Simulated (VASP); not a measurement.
Output of a VASP run:

File OSZICAR:
```
       N       E                     dE             d eps       ncg     rms          rms(c)
DAV:   1     0.680324993177E+03    0.68032E+03   -0.25139E+04  1344   0.201E+03
DAV:   2     0.527283941981E+02   -0.62760E+03   -0.60828E+03  1452   0.582E+02
DAV:   3    -0.633239688821E+02   -0.11605E+03   -0.11255E+03  2108   0.216E+02
DAV:   4    -0.684762728304E+02   -0.51523E+01   -0.51470E+01  1776   0.489E+01
DAV:   5    -0.687004836919E+02   -0.22421E+00   -0.22417E+00  1912   0.847E+00    0.317E+01
DAV:   6    -0.516017223804E+02    0.17099E+02   -0.11951E+02  1608   0.103E+02    0.119E+01
DAV:   7    -0.512846782009E+02    0.31704E+00   -0.17798E+01  1684   0.334E+01    0.766E+00
DAV:   8    -0.514059167437E+02   -0.12124E+00   -0.53394E+00  1644   0.208E+01    0.476E+00
DAV:   9    -0.511584924486E+02    0.24742E+00   -0.21583E+00  1680   0.126E+01    0.111E+00
DAV:  10    -0.511725357392E+02   -0.14043E-01   -0.11730E-01  1672   0.274E+00    0.231E-01
DAV:  11    -0.511726717181E+02   -0.13598E-03   -0.57525E-03  1824   0.554E-01    0.108E-01
DAV:  12    -0.511727052739E+02   -0.33556E-04   -0.73812E-04  1716   0.193E-01    0.546E-02
DAV:  13    -0.511726773306E+02    0.27943E-04   -0.14497E-04  1888   0.855E-02    0.861E-03
DAV:  14    -0.511726810800E+02   -0.37494E-05   -0.12664E-05  1740   0.287E-02    0.487E-03
DAV:  15    -0.511726818276E+02   -0.74756E-06   -0.42379E-06  1768   0.118E-02    0.364E-03
DAV:  16    -0.511726816286E+02    0.19900E-06   -0.23404E-06  1820   0.126E-02    0.196E-03
DAV:  17    -0.511726816009E+02    0.27652E-07   -0.40689E-07  1416   0.583E-03
   1 F= -.51172682E+02 E0= -.51172682E+02  d E =-.511727E+02
       N       E                     dE             d eps       ncg     rms          rms(c)
DAV:   1    -0.511827830504E+02   -0.10101E-01   -0.20222E+00  1344   0.117E+01    0.699E-01
DAV:   2    -0.511806487472E+02    0.21343E-02   -0.60786E-02  1472   0.207E+00    0.440E-01
DAV:   3    -0.511773610503E+02    0.32877E-02   -0.75465E-03  1588   0.795E-01    0.138E-01
DAV:   4    -0.511771533789E+02    0.20767E-03   -0.21330E-03  1728   0.395E-01    0.437E-02
DAV:   5    -0.511771417090E+02    0.11670E-04   -0.21257E-04  1636   0.134E-01    0.237E-02
DAV:   6    -0.511771405939E+02    0.11151E-05   -0.23798E-05  1724   0.391E-02    0.599E-03
DAV:   7    -0.511771414026E+02   -0.80870E-06   -0.37627E-06  1692   0.152E-02    0.282E-03
DAV:   8    -0.511771414754E+02   -0.72780E-07   -0.51707E-07  1320   0.561E-03
   2 F= -.51177141E+02 E0= -.51177141E+02  d E =-.445987E-02
       N       E                     dE             d eps       ncg     rms          rms(c)
DAV:   1    -0.511772016288E+02   -0.60226E-04   -0.13193E-02  1368   0.942E-01    0.564E-02
DAV:   2    -0.511771878383E+02    0.13791E-04   -0.40004E-04  1500   0.169E-01    0.356E-02
DAV:   3    -0.511771669603E+02    0.20878E-04   -0.52646E-05  1680   0.659E-02    0.128E-02
DAV:   4    -0.511771646581E+02    0.23022E-05   -0.17093E-05  1744   0.355E-02    0.356E-03
DAV:   5    -0.511771646072E+02    0.50871E-07   -0.16797E-06  1576   0.121E-02    0.192E-03
DAV:   6    -0.511771645690E+02    0.38182E-07   -0.14364E-07   912   0.337E-03
   3 F= -.51177165E+02 E0= -.51177165E+02  d E =-.448297E-02
```

### OUTCAR
```
------------------------ aborting loop because EDIFF is reached ----------------------------------------
  FORCE on cell =-STRESS in cart. coord.  units (eV):
  Direction    XX          YY          ZZ          XY          YZ          ZX
  --------------------------------------------------------------------------------------
  Total        2.2802759      2.2802759      2.3300986      0.0000000      0.0000000      0.0000000
  in kB       57.3029377     57.3029377     58.5549737      0.0000000      0.0000000      0.0000000
  external PRESSURE =      57.7202830 kB  Pullay stress =       0.0000000 kB
  volume of cell :       63.76
      direct lattice vectors                 reciprocal lattice vectors
     4.634704123  0.000000000  0.000000000     0.215763504 -0.000000000  0.000000000
     0.000000000  4.634704123  0.000000000    -0.000000000  0.215763504  0.000000000
     0.000000000  0.000000000  2.968090015     0.000000000  0.000000000  0.336917006
 POSITION                                       TOTAL-FORCE (eV/Angst)
 -----------------------------------------------------------------------------------
      0.00000      0.00000      0.00000         0.000000      0.000000      0.000000
      2.31735      2.31735      1.48405         0.000000      0.000000      0.000000
      1.41133      1.41133      0.00000         0.005668      0.005668      0.000000
      3.72868      0.90602      1.48405         0.005668     -0.005668     -0.000000
      0.90602      3.72868      1.48405        -0.005668      0.005668      0.000000
      3.22338      3.22338      0.00000        -0.005668     -0.005668     -0.000000
 -----------------------------------------------------------------------------------
    total drift:                               -0.000000      0.000000      0.000000
  FREE ENERGIE OF THE ION-ELECTRON SYSTEM (eV)
  ---------------------------------------------------
  free  energy   TOTEN  =       -51.1771645690 eV

  energy  without entropy=      -51.1771645690  energy(sigma->0) =      -51.17716457

 reached required accuracy - stopping structural energy minimisation
```
(Selected blocks of OUTCAR.)

POSCAR:
```
TiO2
1
    4.6456664727     0.0000000000     0.0000000000
    0.0000000000     4.6456664727     0.0000000000
    0.0000000000     0.0000000000     2.9540989746
Ti O
2 4
Direct
  0.0000000000   0.0000000000   0.0000000000
  0.5000000000   0.5000000000   0.5000000000
  0.3057669050   0.3057669050   0.0000000000
  0.8057669050   0.1942330950   0.5000000000
  0.1942330950   0.8057669050   0.5000000000
  0.6942330950   0.6942330950   0.0000000000
```

Problem. Reconstruct the remaining input files.

Solution. Several could match; the one computed here: the input of the run itself, RPBE GGA, plane waves, VASP's PBE PAW potentials (set 64).

**KPOINTS**
```
Automatic mesh
0
Gamma
5 5 7
0 0 0
```

**INCAR**
```
LMAXMIX = 4   # l cut-off of mixed one-centre charges
PREC = Accurate
NELM = 100
EDIFF = 1E-7   # SCF stop (eV)
IBRION = 2
LASPH = .True.   # aspherical one-centre terms
LWAVE = .False.
GGA = RP   # RPBE
ISIF = 4   # ions and shape, fixed volume
ALGO = Normal   # blocked Davidson
NSW = 30   # most ionic steps
ISMEAR = 0
SIGMA = 0.05   # width (eV)
SYSTEM = TiO2
ENCUT = 520
EDIFFG = -0.01
LCHARG = .False.
LREAL = .False.
```

POTCAR, in this order: Ti_sv O (PBE.64 set). Program: vasp_std.

The compound is TiO2 in the rutile structure. This cell is one point of a volume scan, at 0.97 of the reference volume. Symmetry was kept, so distortions that lower it aren't found.
